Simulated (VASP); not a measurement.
```yaml
crystal:
  lattice:
    - [0.00000, 3.01728, 3.01728]
    - [3.01728, 0.00000, 3.01728]
    - [3.01728, 3.01728, 0.00000]
  atoms:
    - { symbol: In, position: [0.00000, 0.00000, 0.00000] }
    - { symbol: Sb, position: [0.50000, 0.50000, 0.50000] }
```

All values below come from PBEsol GGA, VASP's PBE PAW potentials (set 64) (plane waves; VASP). Settings: 400 eV cut-off, 10×10×10 Γ-centred mesh, first-order Methfessel-Paxton smearing of 0.10 eV, potentials In_d Sb.

Unless said otherwise, spin-orbit coupling is left out, though it shifts the bands of the heavy elements here.

Question: Estimate the energy per atom (σ→0), band gap (on the k-mesh) with the smallest direct gap where there is one.

Answer: 
```json
{
 "band gap (on the k-mesh)": "none (metal, semimetal or under 0.01 eV)",
 "energy per atom (σ→0)": "-3.765 eV/atom"
}
```

Only differences to runs with the same potentials and settings are physical.

The structure was generated: InSb was put into the rock salt type (Fm-3m), which need not be its known phase. It was relaxed first. The start is the result of an earlier pass.
